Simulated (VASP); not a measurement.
## What goes wrong when the modes of LaB6 are computed with a bad input

Some phonon runs on LaB6 get a fault in the input on purpose. Which of them show, and how? The starting structure is a measured crystal structure from the Crystallography Open Database.

Calculated with VASP 6.6.1; Kohn-Sham DFT with plane waves and PAW; LDA.

### 1. Set-up

Symmetry: Pm-3m, No. 221, cubic system. The conventional cell has a = 4.157 Å, b = 4.157 Å, c = 4.157 Å, α = 90.00°, β = 90.00°, γ = 90.00°. Nearest to La lie 24 B at 3.05 Å. Nearest to B lie 6 B at 1.64 to 2.51 Å and 4 La at 3.05 Å. Farther neighbours are not listed.

Coordinates:

```xyz
7
Lattice="4.1570 0.0000 0.0000 0.0000 4.1570 0.0000 0.0000 0.0000 4.1570" Properties=species:S:1:pos:R:3 pbc="T T T"
La    0.0000    0.0000    0.0000
B     2.0785    2.0785    3.3360
B     2.0785    2.0785    0.8210
B     2.0785    3.3360    2.0785
B     3.3360    2.0785    2.0785
B     2.0785    0.8210    2.0785
B     0.8210    2.0785    2.0785
```

### 2. Reference modes

The cell comes from a relaxation at this level, not shown (68.88 Å³).

The input, INCAR:

```
SYSTEM = LaB6
PREC = Accurate
ENCUT = 450
EDIFF = 1E-08
NELM = 100
ISMEAR = 0
SIGMA = 0.05
LREAL = .FALSE.
ALGO = Normal
GGA = CA
NBANDS = 21
LASPH = .TRUE.
LORBIT = 11
LWAVE = .FALSE.
LCHARG = .FALSE.
KPAR = 8
IBRION = 6
NFREE = 2
POTIM = 0.015
NSW = 1
ISIF = 2
```

The input, POSCAR:

```
LaB6
1.0
    4.0992778371      0.0000000000      0.0000000000
    0.0000000000      4.0992778371      0.0000000000
    0.0000000000      0.0000000000      4.0992778371
La B
1 6
Direct
    0.0000000000      0.0000000000      0.0000000000
    0.5000000000      0.5000000000      0.8001390786
    0.5000000000      0.5000000000      0.1998609214
    0.5000000000      0.8001390786      0.5000000000
    0.8001390786      0.5000000000      0.5000000000
    0.5000000000      0.1998609214      0.5000000000
    0.1998609214      0.5000000000      0.5000000000
```

The input, KPOINTS:

```
Automatic mesh
0
Gamma
8 8 8
0 0 0
```

PAW data sets: La and B (LDA family, release 64).

On the command line:

```
mpirun -np 8 vasp_std
```

Output:

```text
[banner, memory and clock lines left out]
running    8 mpi-ranks, on    1 nodes
 distrk:  each k-point on    1 cores,    8 groups
 distr:  one band on    1 cores,    1 groups

 POSCAR found type information on POSCAR LaB
 POSCAR found :  2 types and       7 ions
|                                                                             |
|           W    W    AA    RRRRR   N    N  II  N    N   GGGG   !!!           |
|           W    W   A  A   R    R  NN   N  II  NN   N  G    G  !!!           |
|           W    W  A    A  R    R  N N  N  II  N N  N  G       !!!           |
|           W WW W  AAAAAA  RRRRR   N  N N  II  N  N N  G  GGG   !            |
|           WW  WW  A    A  R   R   N   NN  II  N   NN  G    G                |
|           W    W  A    A  R    R  N    N  II  N    N   GGGG   !!!           |
|                                                                             |
|     For optimal performance we recommend to set                             |
|       NCORE = 2 up to number-of-cores-per-socket                            |
|     NCORE specifies how many cores store one orbital (NPAR=cpu/NCORE).      |
|     This setting can greatly improve the performance of VASP for DFT.       |
|     The default, NCORE=1 might be grossly inefficient on modern             |
|     multi-core architectures or massively parallel machines. Do your        |
|     Unfortunately you need to use the default for GW and RPA                |
|     calculations (for HF NCORE is supported but not extensively tested      |
|     yet).                                                                   |
|                                                                             |

 LDA part: xc-table for (Slater(with rela. corr.)+CA(PZ))
 , standard interpolation
 POSCAR, INCAR and KPOINTS ok, starting setup
 FFT: planning ... GRIDC
 FFT: planning ... GRID_SOFT
 FFT: planning ... GRID
 WAVECAR not read
 entering main loop
       N       E                     dE             d eps       ncg     rms          rms(c)
DAV:   1     0.200124670599E+03    0.20012E+03   -0.10324E+04  1542   0.158E+03
DAV:   2    -0.298683845663E+02   -0.22999E+03   -0.20846E+03  1872   0.289E+02
DAV:   3    -0.585895313563E+02   -0.28721E+02   -0.26329E+02  2166   0.139E+02
DAV:   4    -0.596413868842E+02   -0.10519E+01   -0.10464E+01  2710   0.230E+01
DAV:   5    -0.596769106526E+02   -0.35524E-01   -0.35491E-01  2285   0.338E+00    0.911E+00
DAV:   6    -0.547675126349E+02    0.49094E+01   -0.12203E+01  2224   0.196E+01    0.430E+00
DAV:   7    -0.544515316746E+02    0.31598E+00   -0.54772E+00  2503   0.120E+01    0.178E+00
DAV:   8    -0.546018477422E+02   -0.15032E+00   -0.27746E+00  2535   0.163E+01    0.164E+00
DAV:   9    -0.544225340932E+02    0.17931E+00   -0.44539E-01  2464   0.528E+00    0.802E-01
DAV:  10    -0.543917069459E+02    0.30827E-01   -0.25419E-01  2578   0.409E+00    0.130E-01
DAV:  11    -0.543932190307E+02   -0.15121E-02   -0.14835E-02  2114   0.743E-01    0.138E-01
DAV:  12    -0.543928014527E+02    0.41758E-03   -0.20668E-03  2682   0.393E-01    0.797E-02
DAV:  13    -0.543925240066E+02    0.27745E-03   -0.15573E-03  2535   0.351E-01    0.186E-02
DAV:  14    -0.543925308546E+02   -0.68480E-05   -0.86202E-05  2135   0.589E-02    0.946E-03
DAV:  15    -0.543925302979E+02    0.55675E-06   -0.81802E-06  2655   0.181E-02    0.575E-03
DAV:  16    -0.543925296225E+02    0.67536E-06   -0.22444E-06  2469   0.141E-02    0.206E-03
DAV:  17    -0.543925295451E+02    0.77442E-07   -0.60642E-07  2652   0.612E-03    0.499E-04
DAV:  18    -0.543925295473E+02   -0.22656E-08   -0.28204E-08  2258   0.123E-03
   1 F= -.54392530E+02 E0= -.54392024E+02  d E =-.101037E-02
[...]
2 F= -.54391837E+02 E0= -.54391331E+02  d E =-.101118E-02
[...]
3 F= -.54391837E+02 E0= -.54391331E+02  d E =-.101118E-02
[...]
4 F= -.54390957E+02 E0= -.54390458E+02  d E =-.998627E-03
[...]
5 F= -.54390957E+02 E0= -.54390458E+02  d E =-.998627E-03
[...]
6 F= -.54388118E+02 E0= -.54387613E+02  d E =-.100949E-02
 Finite differences progress:
  Degree of freedom:   3/  3
  Displacement:        1/  2
  Total:               5/  6
 bond charge predicted
       N       E                     dE             d eps       ncg     rms          rms(c)
DAV:   1    -0.543905220322E+02   -0.24045E-02   -0.70887E-01  3180   0.452E+00    0.298E-01
DAV:   2    -0.543889516534E+02    0.15704E-02   -0.22217E-02  5257   0.131E+00    0.161E-01
DAV:   3    -0.543881691797E+02    0.78247E-03   -0.57930E-03  3876   0.366E-01    0.412E-02
DAV:   4    -0.543881488356E+02    0.20344E-04   -0.94171E-04  4913   0.229E-01    0.303E-02
DAV:   5    -0.543881369686E+02    0.11867E-04   -0.66779E-05  4247   0.478E-02    0.423E-03
DAV:   6    -0.543881370026E+02   -0.33930E-07   -0.81829E-06  5266   0.220E-02    0.291E-03
DAV:   7    -0.543881369632E+02    0.39303E-07   -0.77884E-07  4931   0.465E-03    0.106E-03
DAV:   8    -0.543881369673E+02   -0.40591E-08   -0.76595E-08  5433   0.214E-03
   7 F= -.54388137E+02 E0= -.54387644E+02  d E =-.986532E-03
 Finite differences progress:
  Degree of freedom:   3/  3
  Displacement:        2/  2
  Total:               6/  6
```

The job ended after 1.7 min (8 MPI ranks of AMD EPYC 7R43, shared host; peak memory 3.3 GiB).

Lines that name or quote the potential files are left out of all logs, and their timing lines are given in words.

Parts of OUTCAR (step 2):

```text
ion  position               nearest neighbor table
   1  0.000  0.000  0.000-
   2  0.500  0.500  0.800-   3 1.64   4 1.74   5 1.74   6 1.74   7 1.74
   3  0.500  0.500  0.200-   2 1.64   4 1.74   5 1.74   6 1.74   7 1.74
   4  0.500  0.800  0.500-   6 1.64   3 1.74   5 1.74   2 1.74   7 1.74
   5  0.800  0.500  0.500-   7 1.64   3 1.74   4 1.74   6 1.74   2 1.74
   6  0.500  0.200  0.500-   4 1.64   3 1.74   2 1.74   5 1.74   7 1.74
   7  0.200  0.500  0.500-   5 1.64   3 1.74   4 1.74   2 1.74   6 1.74

  LATTYP: Found a simple cubic cell.
 ALAT       =     4.0992778371

 Subroutine GETGRP returns: Found 48 space group operations
 (whereof 48 operations were pure point group operations)

The static configuration has the point symmetry O_h .

 Found     35 irreducible k-points:

   k-points           NKPTS =     35   k-points in BZ     NKDIM =     35   number of bands    NBANDS=     21

   dimension x,y,z NGX =    28 NGY =   28 NGZ =   28
   dimension x,y,z NGXF=    56 NGYF=   56 NGZF=   56

   ENCUT  =  450.0 eV  33.07 Ry    5.75 a.u.   7.09  7.09  7.09*2*pi/ulx,y,z

   NELECT =      29.0000    total number of electrons

 k-points in reciprocal lattice and weights: Automatic mesh
   0.00000000  0.00000000  0.00000000       0.002
   0.12500000  0.00000000  0.00000000       0.012
   0.25000000  0.00000000  0.00000000       0.012
   0.37500000  0.00000000  0.00000000       0.012
   0.50000000  0.00000000  0.00000000       0.006
   0.12500000  0.12500000  0.00000000       0.023
   0.25000000  0.12500000  0.00000000       0.047
   0.37500000  0.12500000  0.00000000       0.047
   0.50000000  0.12500000  0.00000000       0.023
[...]
0.50000000  0.50000000  0.37500000       0.012
   0.50000000  0.50000000  0.50000000       0.002

 average (electrostatic) potential at core
       1 -95.2360       2 -28.7415       3 -28.7614       4 -28.7542       5 -28.7542
       6 -28.7542       7 -28.7542

 E-fermi :   8.8345

 k-point     1 :       0.0000    0.0000    0.0000
  band No.  band energies     occupation
    ...
     10       1.9937      2.00000
     11       2.0453      2.00000
     12       6.9750      2.00000
     13       6.9750      2.00000
     14       6.9975      2.00000
     15       9.0796      0.00000
     16       9.1082      0.00000
     17       9.1082      0.00000
     18      10.5027      0.00000
     19      10.5145      0.00000
    ...

 k-point     2 :       0.1250    0.0000    0.0000
  band No.  band energies     occupation
    ...
     11       2.8590      2.00000
     12       6.5511      2.00000
     13       6.5725      2.00000
     14       7.0252      2.00000
     15       8.4226      2.00000
     16       9.5604      0.00000
     17       9.5884      0.00000
     18      10.5097      0.00000
     19      10.7640      0.00000
     20      10.8036      0.00000
    ...

 k-point     3 :       0.2500    0.0000    0.0000
  band No.  band energies     occupation
    ...
     11       4.1184      2.00000
     12       5.9266      2.00000
     13       5.9456      2.00000
     14       7.1539      2.00000
     15       7.4063      2.00000
     16      10.1932      0.00000
     17      10.2172      0.00000
     18      10.4878      0.00000
     19      10.8413      0.00000
     20      10.9722      0.00000
    ...

  Total        0.0563151      0.0563151      0.0960085      0.0000000      0.0000000      0.0000000
  in kB        1.3098254      1.3098254      2.2330489      0.0000000      0.0000000      0.0000000
  external PRESSURE =       1.6175666 kB  Pullay stress =       0.0000000 kB

  energy-cutoff  :      450.00
  volume of cell :       68.88
      direct lattice vectors                 reciprocal lattice vectors
     4.099277837  0.000000000  0.000000000     0.243945407  0.000000000  0.000000000
     0.000000000  4.099277837  0.000000000     0.000000000  0.243945407  0.000000000
     0.000000000  0.000000000  4.099277837     0.000000000  0.000000000  0.243945407

 POSITION                                       TOTAL-FORCE (eV/Angst)
 -----------------------------------------------------------------------------------
      0.00000      0.00000      0.00000        -0.000000     -0.000000     -0.006122
      2.04964      2.04964      3.26499        -0.000000     -0.000000      0.584345
      2.04964      2.04964      0.81929        -0.000000     -0.000000     -0.276769
      2.04964      3.27999      2.04964         0.000000      0.040698     -0.075363
      3.27999      2.04964      2.04964         0.040698     -0.000000     -0.075363
      2.04964      0.81929      2.04964         0.000000     -0.040698     -0.075363
      0.81929      2.04964      2.04964        -0.040698     -0.000000     -0.075363
 -----------------------------------------------------------------------------------
    total drift:                                0.000000     -0.000000      0.000011

  FREE ENERGIE OF THE ION-ELECTRON SYSTEM (eV)
  ---------------------------------------------------
  free  energy   TOTEN  =       -54.3881369673 eV

  energy  without entropy=      -54.3871504357  energy(sigma->0) =      -54.38764370

 Eigenvectors and eigenvalues of the dynamical matrix
 ----------------------------------------------------

   1 f  =   39.311990 THz   247.004517 2PiTHz 1311.306832 cm-1   162.581253 meV
             X         Y         Z           dx          dy          dz
      0.000000  0.000000  0.000000     0.000000    0.000000    0.000000
      2.049639  2.049639  3.279992     0.000000    0.000000    0.408248
      2.049639  2.049639  0.819285    -0.000000   -0.000000   -0.408248
      2.049639  3.279992  2.049639    -0.000000    0.408248    0.000000
      3.279992  2.049639  2.049639     0.408248   -0.000000    0.000000
      2.049639  0.819285  2.049639    -0.000000   -0.408248   -0.000000
      0.819285  2.049639  2.049639    -0.408248    0.000000   -0.000000

   2 f  =   34.627172 THz   217.568940 2PiTHz 1155.038140 cm-1   143.206413 meV
             X         Y         Z           dx          dy          dz
      0.000000  0.000000  0.000000    -0.000000    0.000000    0.000000
      2.049639  2.049639  3.279992     0.000000   -0.000000   -0.575866
      2.049639  2.049639  0.819285     0.000000   -0.000000    0.575866
      2.049639  3.279992  2.049639     0.000000    0.252103    0.000000
      3.279992  2.049639  2.049639     0.323763   -0.000000   -0.000000
      2.049639  0.819285  2.049639     0.000000   -0.252103    0.000000
      0.819285  2.049639  2.049639    -0.323763   -0.000000    0.000000

   3 f  =   34.627172 THz   217.568940 2PiTHz 1155.038140 cm-1   143.206413 meV
             X         Y         Z           dx          dy          dz
      0.000000  0.000000  0.000000     0.000000   -0.000000   -0.000000
      2.049639  2.049639  3.279992    -0.000000    0.000000    0.041373
      2.049639  2.049639  0.819285     0.000000    0.000000   -0.041373
      2.049639  3.279992  2.049639    -0.000000   -0.519401    0.000000
      3.279992  2.049639  2.049639     0.478028    0.000000    0.000000
      2.049639  0.819285  2.049639    -0.000000    0.519401   -0.000000
      0.819285  2.049639  2.049639    -0.478028    0.000000   -0.000000

   4 f  =   26.181009 THz   164.500130 2PiTHz  873.304452 cm-1   108.275904 meV
             X         Y         Z           dx          dy          dz
      0.000000  0.000000  0.000000    -0.000171    0.000509   -0.010317
      2.049639  2.049639  3.279992     0.004876   -0.014515   -0.570268
      2.049639  2.049639  0.819285     0.004876   -0.014515   -0.570268
      2.049639  3.279992  2.049639     0.004876    0.028112    0.294443
      3.279992  2.049639  2.049639    -0.009443   -0.014515    0.294443
      2.049639  0.819285  2.049639     0.004876    0.028112    0.294443
      0.819285  2.049639  2.049639    -0.009443   -0.014515    0.294443

   5 f  =   26.181009 THz   164.500130 2PiTHz  873.304452 cm-1   108.275904 meV
             X         Y         Z           dx          dy          dz
      0.000000  0.000000  0.000000    -0.000538   -0.010305   -0.000499
      2.049639  2.049639  3.279992     0.015361    0.294096   -0.027587
      2.049639  2.049639  0.819285     0.015361    0.294096   -0.027587
      2.049639  3.279992  2.049639     0.015361   -0.569595    0.014244
      3.279992  2.049639  2.049639    -0.029751    0.294096    0.014244
      2.049639  0.819285  2.049639     0.015361   -0.569595    0.014244
      0.819285  2.049639  2.049639    -0.029751    0.294096    0.014244

   6 f  =   26.181009 THz   164.500130 2PiTHz  873.304452 cm-1   108.275904 meV
             X         Y         Z           dx          dy          dz
      0.000000  0.000000  0.000000     0.010316   -0.000529   -0.000197
      2.049639  2.049639  3.279992    -0.294400    0.015105   -0.010884
      2.049639  2.049639  0.819285    -0.294400    0.015105   -0.010884
      2.049639  3.279992  2.049639    -0.294400   -0.029254    0.005619
      3.279992  2.049639  2.049639     0.570184    0.015105    0.005619
      2.049639  0.819285  2.049639    -0.294400   -0.029254    0.005619
      0.819285  2.049639  2.049639     0.570184    0.015105    0.005619

   7 f  =   21.509491 THz   135.148118 2PiTHz  717.479389 cm-1    88.956067 meV
             X         Y         Z           dx          dy          dz
      0.000000  0.000000  0.000000    -0.000000    0.000000   -0.000000
      2.049639  2.049639  3.279992     0.054620    0.176013    0.000000
      2.049639  2.049639  0.819285    -0.054620   -0.176013   -0.000000
      2.049639  3.279992  2.049639    -0.464797    0.000000    0.176013
      3.279992  2.049639  2.049639    -0.000000   -0.464797    0.054620
      2.049639  0.819285  2.049639     0.464797    0.000000   -0.176013
      0.819285  2.049639  2.049639    -0.000000    0.464797   -0.054620

   8 f  =   21.509491 THz   135.148118 2PiTHz  717.479389 cm-1    88.956067 meV
             X         Y         Z           dx          dy          dz
      0.000000  0.000000  0.000000    -0.000000    0.000000    0.000000
      2.049639  2.049639  3.279992    -0.000483   -0.467576    0.000000
      2.049639  2.049639  0.819285     0.000483    0.467576    0.000000
      2.049639  3.279992  2.049639    -0.177122   -0.000000   -0.467576
      3.279992  2.049639  2.049639    -0.000000   -0.177122   -0.000483
      2.049639  0.819285  2.049639     0.177122   -0.000000    0.467576
      0.819285  2.049639  2.049639    -0.000000    0.177122    0.000483

   9 f  =   21.509491 THz   135.148118 2PiTHz  717.479389 cm-1    88.956067 meV
             X         Y         Z           dx          dy          dz
      0.000000  0.000000  0.000000    -0.000000    0.000000    0.000000
      2.049639  2.049639  3.279992    -0.497007    0.019798   -0.000000
      2.049639  2.049639  0.819285     0.497007   -0.019798   -0.000000
      2.049639  3.279992  2.049639    -0.050908   -0.000000    0.019798
      3.279992  2.049639  2.049639     0.000000   -0.050908   -0.497007
      2.049639  0.819285  2.049639     0.050908   -0.000000   -0.019798
      0.819285  2.049639  2.049639     0.000000    0.050908    0.497007

  10 f  =   17.228851 THz   108.252064 2PiTHz  574.692612 cm-1    71.252771 meV
             X         Y         Z           dx          dy          dz
      0.000000  0.000000  0.000000     0.000000   -0.000000    0.000000
      2.049639  2.049639  3.279992    -0.454729    0.180272   -0.000000
      2.049639  2.049639  0.819285     0.454729   -0.180272   -0.000000
      2.049639  3.279992  2.049639    -0.103555   -0.000000   -0.180272
      3.279992  2.049639  2.049639     0.000000    0.103555    0.454729
      2.049639  0.819285  2.049639     0.103555   -0.000000    0.180272
      0.819285  2.049639  2.049639     0.000000   -0.103555   -0.454729

  11 f  =   17.228851 THz   108.252064 2PiTHz  574.692612 cm-1    71.252771 meV
             X         Y         Z           dx          dy          dz
      0.000000  0.000000  0.000000     0.000000    0.000000    0.000000
      2.049639  2.049639  3.279992     0.007107    0.262386    0.000000
      2.049639  2.049639  0.819285    -0.007107   -0.262386    0.000000
      2.049639  3.279992  2.049639     0.425562   -0.000000   -0.262386
      3.279992  2.049639  2.049639     0.000000   -0.425562   -0.007107
      2.049639  0.819285  2.049639    -0.425562    0.000000    0.262386
      0.819285  2.049639  2.049639     0.000000    0.425562    0.007107

  12 f  =   17.228851 THz   108.252064 2PiTHz  574.692612 cm-1    71.252771 meV
             X         Y         Z           dx          dy          dz
      0.000000  0.000000  0.000000    -0.000000    0.000000    0.000000
      2.049639  2.049639  3.279992    -0.207776   -0.385559   -0.000000
      2.049639  2.049639  0.819285     0.207776    0.385559   -0.000000
      2.049639  3.279992  2.049639     0.241192   -0.000000    0.385559
    [... 90 further lines ...]
      3.279992  2.049639  2.049639     0.012151   -0.021966    0.228793
      2.049639  0.819285  2.049639     0.012149   -0.021970    0.228793
      0.819285  2.049639  2.049639     0.012151   -0.021966    0.228793

 ELASTIC MODULI CONTR FROM IONIC RELAXATION (kBar)
 Direction    XX          YY          ZZ          XY          YZ          ZX
 --------------------------------------------------------------------------------
 XX         -30.7219    -27.9669    -27.9669     -0.0000      0.0000      0.0000
 YY         -27.9669    -30.7219    -27.9669     -0.0000      0.0000      0.0000
 ZZ         -27.9669    -27.9669    -30.7219     -0.0000      0.0000      0.0000
 XY          -0.0000     -0.0000     -0.0000   -411.7722     -0.0000      0.0000
 YZ           0.0000      0.0000      0.0000     -0.0000   -411.7722     -0.0000
 ZX           0.0000      0.0000      0.0000      0.0000     -0.0000   -411.7722
 --------------------------------------------------------------------------------

 total charge
# of ion       s       p       d       f       tot
--------------------------------------------------
    1        2.009   5.651   0.669   0.244   8.573
    2        0.701   1.414   0.000   0.000   2.114
    3        0.701   1.414   0.000   0.000   2.114
    4        0.701   1.414   0.000   0.000   2.114
    5        0.701   1.414   0.000   0.000   2.114
    6        0.701   1.414   0.000   0.000   2.114
    7        0.701   1.414   0.000   0.000   2.114
--------------------------------------------------
tot          6.213  14.132   0.669   0.244  21.258

[... 3 further parts left out ...]
```

This run has no spin polarisation. Its electron count is odd, so without a moment it is a metal by construction. The last energy, forces, stress and levels in OUTCAR belong to the last displaced cell, not to the cell of POSCAR.

Reference: the zone-centre modes are A1g 1311.3, Eg 1155.0, T1u (2) 873.3, T2g 717.5, T1g 574.7, T2u 528.9, T1u (1) 194.1 cm⁻¹.

[end of part 1 of 2]

[Lines on the potential files, build, host, timing and source positions are cut from VASP's logs without a mark.]

[Logs are printed without paths, hosts, clocks, repeated set-up lines and the standing remarks that a program may print on its own settings, such as how far it seeks lower states.]

[Hosts, paths, dates, database ids (printed as entryN), source tags and the programs' standing remarks are cut or masked in the printed files.]
